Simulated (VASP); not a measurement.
All values below come from PBEsol GGA, VASP's PBE PAW potentials (set 64) (plane waves; VASP).

VASP input:

**KPOINTS**
```
Automatic mesh
0
Gamma
6 6 4
0 0 0
```

INCAR:
```
SYSTEM = N2
PREC = Accurate
ENCUT = 400
EDIFF = 1E-6
NELM = 100
ALGO = Normal
LREAL = .FALSE.
LASPH = .TRUE.
ISMEAR = 0
SIGMA = 0.01
GGA = PS
LWAVE = .FALSE.
LCHARG = .FALSE.
ISIF = 2
```

POSCAR:
```
N2
4.1473630
  1.0000000000   0.0000000000   0.0000000000
  0.0000000000   1.0000000000   0.0000000000
  0.0000000000   0.0000000000   1.3089695790
N
4
direct
  0.8926740000   0.9038650000  -0.0081780000
  0.0923480000   0.0897140000  -0.0011850000
  0.6075300000   0.4053410000   0.5062980000
  0.4074480000   0.6010790000   0.5030650000
```

POTCAR, in this order: N (PBE.64 set). Program: vasp_std.

The run wrote:

**OSZICAR**
```
       N       E                     dE             d eps       ncg     rms          rms(c)
DAV:   1     0.916709033454E+02    0.91671E+02   -0.78426E+03  2128   0.959E+02
DAV:   2    -0.271033123380E+02   -0.11877E+03   -0.11585E+03  2866   0.230E+02
DAV:   3    -0.350303927325E+02   -0.79271E+01   -0.78817E+01  2704   0.690E+01
DAV:   4    -0.350992277195E+02   -0.68835E-01   -0.68735E-01  2408   0.724E+00
DAV:   5    -0.351001513286E+02   -0.92361E-03   -0.92356E-03  2554   0.771E-01    0.103E+01
DAV:   6    -0.341542882705E+02    0.94586E+00   -0.12338E+00  2134   0.821E+00    0.602E+00
DAV:   7    -0.339260298748E+02    0.22826E+00   -0.89596E-01  2530   0.720E+00    0.143E+00
DAV:   8    -0.339223012151E+02    0.37287E-02   -0.80021E-02  2128   0.213E+00    0.226E-01
DAV:   9    -0.339221763372E+02    0.12488E-03   -0.31819E-03  2134   0.439E-01    0.102E-01
DAV:  10    -0.339223526823E+02   -0.17635E-03   -0.39048E-04  2578   0.163E-01    0.341E-02
DAV:  11    -0.339223488696E+02    0.38127E-05   -0.27062E-05  2212   0.492E-02    0.514E-03
DAV:  12    -0.339223491095E+02   -0.23990E-06   -0.31958E-06  2374   0.152E-02
   1 F= -.33922349E+02 E0= -.33922349E+02  d E =-.791753E-17
```

File OUTCAR:
```
------------------------ aborting loop because EDIFF is reached ----------------------------------------
  FORCE on cell =-STRESS in cart. coord.  units (eV):
  Direction    XX          YY          ZZ          XY          YZ          ZX
  --------------------------------------------------------------------------------------
  Total       -6.9165342     -6.5670756     -1.8348143      2.0179136      0.0102535     -0.1383377
  in kB     -118.6734062   -112.6774206    -31.4816143     34.6232195      0.1759282     -2.3735882
  external PRESSURE =     -87.6108137 kB  Pullay stress =       0.0000000 kB
  volume of cell :       93.38
      direct lattice vectors                 reciprocal lattice vectors
     4.147363000  0.000000000  0.000000000     0.241117066  0.000000000  0.000000000
     0.000000000  4.147363000  0.000000000     0.000000000  0.241117066  0.000000000
     0.000000000  0.000000000  5.428772000     0.000000000  0.000000000  0.184203720
 POSITION                                       TOTAL-FORCE (eV/Angst)
 -----------------------------------------------------------------------------------
      3.70224      3.74866      5.38438         1.763342      1.632188      0.086983
      0.38300      0.37208      5.42234        -1.759445     -1.630231     -0.077246
      2.51965      1.68110      2.74858        -4.208646      4.112826     -0.094543
      1.68983      2.49289      2.73103         4.204749     -4.114783      0.084805
 -----------------------------------------------------------------------------------
    total drift:                               -0.000141     -0.000854     -0.000074
  FREE ENERGIE OF THE ION-ELECTRON SYSTEM (eV)
  ---------------------------------------------------
  free  energy   TOTEN  =       -33.9223491095 eV

  energy  without entropy=      -33.9223491095  energy(sigma->0) =      -33.92234911
```
(Selected blocks of OUTCAR.)

OUTCAR:
```
 val. band max:       -6.4857072593   @ k =   0.5000   0.5000   0.5000

 cond. band min:      -0.0385316885   @ k =   0.0000   0.0000   0.0000


 Fermi energy:        -6.4316237010

 k-point     1 :       0.0000    0.0000    0.0000
  band No.  band energies     occupation
      1     -24.4754      2.00000
      2     -24.0283      2.00000
      3     -10.2615      2.00000
      4     -10.0524      2.00000
      5      -8.2771      2.00000
      6      -7.8195      2.00000
      7      -7.5887      2.00000
      8      -7.5877      2.00000
      9      -7.3980      2.00000
     10      -6.6837      2.00000
     11      -0.0385      0.00000
     12       0.7956      0.00000
     13       0.9413      0.00000
     14       1.2705      0.00000

 k-point     2 :       0.1667    0.0000    0.0000
  band No.  band energies     occupation
      1     -24.4728      2.00000
      2     -24.0263      2.00000
      3     -10.3169      2.00000
      4     -10.1122      2.00000
      5      -8.2281      2.00000
      6      -7.9157      2.00000
      7      -7.6841      2.00000
      8      -7.6235      2.00000
      9      -7.1686      2.00000
     10      -6.6501      2.00000
     11       0.1372      0.00000
     12       0.8836      0.00000
     13       0.9047      0.00000
     14       1.2203      0.00000

 k-point     3 :       0.0000    0.1667    0.0000
  band No.  band energies     occupation
      1     -24.4730      2.00000
      2     -24.0263      2.00000
      3     -10.3130      2.00000
      4     -10.1003      2.00000
      5      -8.2287      2.00000
      6      -7.9139      2.00000
      7      -7.6909      2.00000
      8      -7.6240      2.00000
      9      -7.1777      2.00000
     10      -6.6600      2.00000
     11       0.1347      0.00000
     12       0.8833      0.00000
     13       0.9029      0.00000
     14       1.2285      0.00000

 k-point     4 :       0.3333    0.0000    0.0000
  band No.  band energies     occupation
...
```

At this cut-off the stress carries a Pulay error, which pulls relaxed volumes low.

The structure comes from a computed database's N2 entry (P4_2/mnm); how it stands against other phases isn't given here. The cell was not relaxed at this level, atoms are displaced from their ideal sites.
